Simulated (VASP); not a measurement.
A run of VASP 6.6.1 is set up as follows.

File INCAR:

```
SYSTEM = GeBr
PREC = Accurate
ENCUT = 600
EDIFF = 1E-7
ISMEAR = -1
SIGMA = 0.05
LREAL = .FALSE.
LASPH = .TRUE.
NELM = 60
ALGO = Normal
ISIF = 3
LWAVE = .FALSE.
LCHARG = .FALSE.
GGA = B5
ALDAX = 1.0
AGGAX = 1.0
AGGAC = 1.0
ALDAC = 0.0
IVDW = 11
VDW_S6 = 1.0
VDW_S8 = 1.682
VDW_SR = 1.094
VDW_SR8 = 1.0
IBRION = 2
NSW = 60
EDIFFG = -0.01
```

The input KPOINTS:

```
Automatic mesh
0
G
  5 5 4
  0 0 0
```

POSCAR

```
GeBr
1.0
    4.8268000000      0.0000000000      0.0000000000
   -2.4134000000      4.1801300000      0.0000000000
    0.0000000000      0.0000000000      5.5646600000
Ge Br
2 2
Direct
    0.0000000000      0.0000000000      0.0000000000
    0.0000000000      0.0000000000      0.5000000000
    0.3333300000      0.6666700000      0.7500000000
    0.6666700000      0.3333300000      0.2500000000
```

Potentials or basis: VASP PAW PBE potentials, release 64 (Ge_d, Br).

Launch:

```bash
$ cat potpaw_PBE.64/Ge_d/POTCAR potpaw_PBE.64/Br/POTCAR > POTCAR
$ mpirun -np 1 vasp_std > vasp.out
```

(1) Estimate the relaxed cell.

(2) Estimate the space group after relaxing (to 0.05 Å).

Answers

(1) a = 5.119 Å, b = 5.119 Å, c = 5.643 Å, α = 90.00°, β = 90.00°, γ = 120.00°.

(2) P6_3/mmc (No. 194).
